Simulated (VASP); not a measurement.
The system is Au.

```xyz
1
Lattice="0.0000 2.0350 2.0350 2.0350 0.0000 2.0350 2.0350 2.0350 0.0000" Properties=species:S:1:pos:R:3 pbc="T T T"
Au    0.0000    0.0000    0.0000
```

| Property | Result |
| --- | --- |
| Program | VASP 6.6.1 |
| Task | relaxation of cell and atoms |
| Functional | PBE |
| Dispersion | D3(BJ) |
| Potentials or basis | VASP PAW PBE potentials, release 64 (Au) |
| Cutoff | 600 eV |
| k mesh | 16 × 16 × 16 |
| Occupations | methfessel-paxton, width 0.1 eV |
| Spin | no spin polarisation |

At the start: pressure 4.0 GPa; volume 16.85 Å³/atom.

**Question.** Where does the relaxation end?

**Answer.** Over 3 steps the energy falls by 4.7 meV/atom and the volume is 17.25 Å³/atom (+2.3 %); space group Fm-3m (No. 225, to 0.05 Å).

Step by step:
```
step  energy change (eV)  largest force (eV/Å)  pressure (GPa)  volume (Å³)
   1              0.0000                0.0000            3.99        16.85
   2              0.0071                0.0000           -5.50        17.90
   3             -0.0047                0.0000           -0.03        17.25
```

Final structure:
```xyz
1
Lattice="0.0000 2.0506 2.0506 2.0506 0.0000 2.0506 2.0506 2.0506 0.0000" Properties=species:S:1:pos:R:3 pbc="T T T"
Au    0.0000    0.0000    0.0000
```

Caveat: pairwise dispersion overbinds metals, which lowers pressure and volume.
